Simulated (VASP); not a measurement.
All values below come from PBEsol GGA, VASP's PBE PAW potentials (set 64) (plane waves; VASP).

VASP input:

### POSCAR
```
Y2C(NO)2
1
    3.6693980000     0.0000000000     0.0000000000
   -1.8346990000     3.1777920000     0.0000000000
    0.0000000000     0.0000000000     8.1035090000
Y C N O
2 1 2 2
Direct
  0.3333330000   0.6666670000   0.6775200000
  0.6666670000   0.3333330000   0.3224800000
  0.0000000000   0.0000000000   0.0000000000
  0.0000000000   0.0000000000   0.1501500000
  0.0000000000   0.0000000000   0.8498500000
  0.3333330000   0.6666670000   0.3966600000
  0.6666670000   0.3333330000   0.6033400000
```

INCAR:
```
! general
SYSTEM   =  Y2C(NO)2
PREC     =  Accurate
ENCUT    =  400   ! plane-wave cut-off (eV)
LREAL    =  .FALSE.   ! projection in real space or not
LASPH    =  .TRUE.   ! aspherical one-centre terms

! electronic loop
EDIFF    =  1E-6   ! SCF stop (eV)
NELM     =  100   ! most electronic steps
ALGO     =  Normal   ! blocked Davidson
LMAXMIX  =  4   ! l cut-off of mixed one-centre charges

! smearing
ISMEAR   =  0
SIGMA    =  0.01   ! width (eV)

! functional
GGA      =  PS

! ions
ISIF     =  2   ! forces and stress, cell fixed

! output
LWAVE    =  .FALSE.
LCHARG   =  .FALSE.
```

### KPOINTS
```
K-points
0
Gamma
  5 5 2
0 0 0
```

POTCAR, in this order: Y_sv C N O (PBE.64 set). Program: vasp_std.

The run wrote:

**OSZICAR**
```
       N       E                     dE             d eps       ncg     rms          rms(c)
DAV:   1     0.276882090736E+03    0.27688E+03   -0.22483E+04   560   0.139E+03
DAV:   2    -0.553890726972E+02   -0.33227E+03   -0.32298E+03   752   0.349E+02
DAV:   3    -0.755763900859E+02   -0.20187E+02   -0.20124E+02   804   0.827E+01
DAV:   4    -0.765886839263E+02   -0.10123E+01   -0.10114E+01   832   0.155E+01
DAV:   5    -0.766141347196E+02   -0.25451E-01   -0.25448E-01   728   0.228E+00    0.521E+01
DAV:   6    -0.667340228022E+02    0.98801E+01   -0.44751E+01   632   0.417E+01    0.479E+01
DAV:   7    -0.667597424810E+02   -0.25720E-01   -0.50914E+00   744   0.129E+01    0.280E+01
DAV:   8    -0.666863093333E+02    0.73433E-01   -0.14365E+00   740   0.705E+00    0.272E+00
DAV:   9    -0.666163034632E+02    0.70006E-01   -0.52396E-01   688   0.415E+00    0.900E-01
DAV:  10    -0.666175882089E+02   -0.12847E-02   -0.57676E-02   640   0.149E+00    0.304E-01
DAV:  11    -0.666179030382E+02   -0.31483E-03   -0.67496E-03   656   0.486E-01    0.177E-01
DAV:  12    -0.666181449392E+02   -0.24190E-03   -0.99014E-04   780   0.198E-01    0.607E-02
DAV:  13    -0.666182885913E+02   -0.14365E-03   -0.38428E-04   752   0.117E-01    0.455E-02
DAV:  14    -0.666183041095E+02   -0.15518E-04   -0.80761E-05   728   0.564E-02    0.110E-02
DAV:  15    -0.666183063606E+02   -0.22510E-05   -0.89509E-06   664   0.190E-02    0.619E-03
DAV:  16    -0.666183066431E+02   -0.28254E-06   -0.14506E-06   456   0.744E-03
   1 F= -.66618307E+02 E0= -.66618307E+02  d E =-.282562E-62
```

OUTCAR:
```
------------------------ aborting loop because EDIFF is reached ----------------------------------------
  FORCE on cell =-STRESS in cart. coord.  units (eV):
  Direction    XX          YY          ZZ          XY          YZ          ZX
  --------------------------------------------------------------------------------------
  Total       -1.7174665     -1.7174666      2.1621079     -0.0000000     -0.0000000     -0.0000000
  in kB      -29.1209444    -29.1209465     36.6601763     -0.0000000     -0.0000000     -0.0000000
  external PRESSURE =      -7.1939048 kB  Pullay stress =       0.0000000 kB
  volume of cell :       94.49
      direct lattice vectors                 reciprocal lattice vectors
     3.669398000  0.000000000  0.000000000     0.272524267  0.157341953  0.000000000
    -1.834699000  3.177792000  0.000000000     0.000000000  0.314683906  0.000000000
     0.000000000  0.000000000  8.103509000     0.000000000  0.000000000  0.123403331
 POSITION                                       TOTAL-FORCE (eV/Angst)
 -----------------------------------------------------------------------------------
     -0.00000      2.11853      5.49029         0.000000     -0.000000      0.052190
      1.83470      1.05926      2.61322        -0.000000      0.000000     -0.052190
      0.00000      0.00000      0.00000         0.000000      0.000000      0.000000
      0.00000      0.00000      1.21674         0.000000      0.000000      1.620588
      0.00000      0.00000      6.88677         0.000000     -0.000000     -1.620588
     -0.00000      2.11853      3.21434        -0.000000      0.000000      0.014003
      1.83470      1.05926      4.88917         0.000000      0.000000     -0.014003
 -----------------------------------------------------------------------------------
    total drift:                                0.000000     -0.000000      0.000000
  FREE ENERGIE OF THE ION-ELECTRON SYSTEM (eV)
  ---------------------------------------------------
  free  energy   TOTEN  =       -66.6183066431 eV

  energy  without entropy=      -66.6183066431  energy(sigma->0) =      -66.61830664
```
(Selected blocks of OUTCAR.)

At this cut-off the stress carries a Pulay error, which pulls relaxed volumes low.

The structure comes from a computed database's Y2CN2O2 entry; how it stands against other phases isn't given here. The cell was not relaxed at this level. The run is one of a series of settings (KPOINTS 5×5×2 Γ-centred mesh against the base run), some of them coarse on purpose.
